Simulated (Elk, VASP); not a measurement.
VASP ran on this input.

INCAR:
```
SYSTEM = SiMo3
PREC = Accurate
ENCUT = 300
EDIFF = 1E-6
NELM = 100
ALGO = Normal
LREAL = .FALSE.
LASPH = .TRUE.
ISMEAR = -1
SIGMA = 0.136
LMAXMIX = 4
LWAVE = .FALSE.
LCHARG = .FALSE.
ISIF = 2
```

POSCAR:
```
SiMo3
1
    4.8897000000     0.0000000000     0.0000000000
    0.0000000000     4.8897000000     0.0000000000
    0.0000000000     0.0000000000     4.8897000000
Si Mo
2 6
Direct
  0.5000000000   0.5000000000   0.5000000000
  0.0000000000   0.0000000000   0.0000000000
  0.0000000000   0.5000000000   0.2500000000
  0.0000000000   0.5000000000   0.7500000000
  0.2500000000   0.0000000000   0.5000000000
  0.7500000000   0.0000000000   0.5000000000
  0.5000000000   0.2500000000   0.0000000000
  0.5000000000   0.7500000000   0.0000000000
```

KPOINTS:
```
Regular mesh
0
Gamma
  5 5 5
0 0 0
```

POTCAR, in this order: Si Mo_sv (LDA.64 set). Program: vasp_std.

Problem. Write an input for Elk that does the same calculation.

Solution. One input that does it (LDA (PW92), all-electron FP-LAPW, Elk's shipped species files, APW+lo basis with extra local orbitals):
```
tasks
  0

tforce
  .true.

rgkmax
  7.5

gmaxvr
  18.0

lmaxapw
  10

lmaxo
  8

nxlo
  2

lorbcnd
  .true.

lradstp
  2

nrmtscf
  2.0

rmtscf
  0.83

lmaxi
  4

swidth
  0.00499791

maxscl
  100

scale
  9.240193832

avec
    1.0000000000    0.0000000000    0.0000000000
    0.0000000000    1.0000000000    0.0000000000
    0.0000000000    0.0000000000    1.0000000000

atoms
  2
  'Si.in'
  2
  0.5000000000  0.5000000000  0.5000000000    0.0 0.0 0.0
  0.0000000000  0.0000000000  0.0000000000    0.0 0.0 0.0
  'Mo.in'
  6
  0.0000000000  0.5000000000  0.2500000000    0.0 0.0 0.0
  0.0000000000  0.5000000000  0.7500000000    0.0 0.0 0.0
  0.2500000000  0.0000000000  0.5000000000    0.0 0.0 0.0
  0.7500000000  0.0000000000  0.5000000000    0.0 0.0 0.0
  0.5000000000  0.2500000000  0.0000000000    0.0 0.0 0.0
  0.5000000000  0.7500000000  0.0000000000    0.0 0.0 0.0

ngridk
  5 5 5
```
The two runs describe the same crystal, functional and task. Each code takes its own potentials, basis and convergence tests.

VASP also gives the stress here, which the Elk input doesn't ask for.

VASP's LDA is the Perdew-Zunger fit; the other code's may be Perdew-Wang, which differs slightly.

The structure comes from a computed database's SiMo3 entry (Pm-3n); how it stands against other phases isn't given here. The cell was not relaxed at this level, and it may have been scaled.
